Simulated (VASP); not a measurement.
These are LDA (Ceperley-Alder, Perdew-Zunger), VASP's LDA PAW potentials (set 64) (plane waves; VASP 6.6.1) values and carry that method's errors.

VASP ran on this input.

**KPOINTS**
```
Automatic mesh
0
G
13 13 13
```

### INCAR
```
# general
SYSTEM  = NiAl
PREC    = Accurate
ENCUT   = 520
LREAL   = .FALSE.
LASPH   = .TRUE.

# electronic loop
EDIFF   = 1E-7
NELM    = 100
ALGO    = Normal
LMAXMIX = 4

# smearing
ISMEAR  = 1
SIGMA   = 0.1

# ions
ISIF    = 2

# output
LWAVE   = .FALSE.
LCHARG  = .FALSE.
```

File POSCAR:
```
NiAl
1.0
  2.8356698721   0.0000000000   0.0000000000
  0.0000000000   2.8356698721   0.0000000000
  0.0000000000   0.0000000000   2.8356698721
Al Ni
1 1
Cartesian
  1.4178349360   1.4178349360   1.4178349360
  0.0000000000   0.0000000000   0.0000000000
```

POTCAR, in this order: Al Ni (LDA.64 set). Program: vasp_std.

The resulting files:

### OSZICAR
```
       N       E                     dE             d eps       ncg     rms          rms(c)
DAV:   1     0.403166099337E+02    0.40317E+02   -0.58967E+03  1680   0.141E+03
DAV:   2    -0.123040532933E+02   -0.52621E+02   -0.50076E+02  1686   0.211E+02
DAV:   3    -0.136153834916E+02   -0.13113E+01   -0.12968E+01  2002   0.430E+01
DAV:   4    -0.136362474003E+02   -0.20864E-01   -0.20853E-01  1958   0.477E+00
DAV:   5    -0.136367651578E+02   -0.51776E-03   -0.51774E-03  1856   0.794E-01    0.120E+01
DAV:   6    -0.151409946861E+02   -0.15042E+01   -0.53128E+01  1866   0.130E+02    0.144E+01
DAV:   7    -0.122273560762E+02    0.29136E+01   -0.15459E+01  1856   0.781E+01    0.106E+00
DAV:   8    -0.122178422701E+02    0.95138E-02   -0.33523E-01  2028   0.713E+00    0.104E+00
DAV:   9    -0.122018088079E+02    0.16033E-01   -0.52867E-02  1972   0.387E+00    0.166E-01
DAV:  10    -0.122014448526E+02    0.36396E-03   -0.85862E-04  1846   0.407E-01    0.921E-02
DAV:  11    -0.122014386898E+02    0.61628E-05   -0.51346E-05  2384   0.114E-01    0.254E-02
DAV:  12    -0.122014383261E+02    0.36367E-06   -0.14696E-06  1968   0.210E-02    0.490E-03
DAV:  13    -0.122014380676E+02    0.25859E-06   -0.88789E-07  1586   0.127E-02    0.163E-03
DAV:  14    -0.122014380671E+02    0.44247E-09   -0.70479E-08   940   0.264E-03
   1 F= -.12201438E+02 E0= -.12201494E+02  d E =0.166879E-03
```

OUTCAR:
```
------------------------ aborting loop because EDIFF is reached ----------------------------------------
  FORCE on cell =-STRESS in cart. coord.  units (eV):
  Direction    XX          YY          ZZ          XY          YZ          ZX
  --------------------------------------------------------------------------------------
  Total       -0.0618975     -0.0618975     -0.0618975      0.0000000      0.0000000      0.0000000
  in kB       -4.3492718     -4.3492718     -4.3492718      0.0000000      0.0000000      0.0000000
  external PRESSURE =      -4.3492718 kB  Pullay stress =       0.0000000 kB
  volume of cell :       22.80
      direct lattice vectors                 reciprocal lattice vectors
     2.835669872  0.000000000  0.000000000     0.352650360  0.000000000  0.000000000
     0.000000000  2.835669872  0.000000000     0.000000000  0.352650360  0.000000000
     0.000000000  0.000000000  2.835669872     0.000000000  0.000000000  0.352650360
 POSITION                                       TOTAL-FORCE (eV/Angst)
 -----------------------------------------------------------------------------------
      1.41783      1.41783      1.41783         0.000000      0.000000      0.000000
      0.00000      0.00000      0.00000         0.000000      0.000000      0.000000
 -----------------------------------------------------------------------------------
    total drift:                               -0.000000      0.000000      0.000000
  FREE ENERGIE OF THE ION-ELECTRON SYSTEM (eV)
  ---------------------------------------------------
  free  energy   TOTEN  =       -12.2014380671 eV

  energy  without entropy=      -12.2016049459  energy(sigma->0) =      -12.20149369
```
(Selected blocks of OUTCAR.)

The compound is NiAl in the CsCl type structure. It was relaxed first, which changed the volume by -6 %. The run is not spin-polarised, so no magnetic state was tried. The electron count is odd and the run is not spin-polarised, which forces a metal.
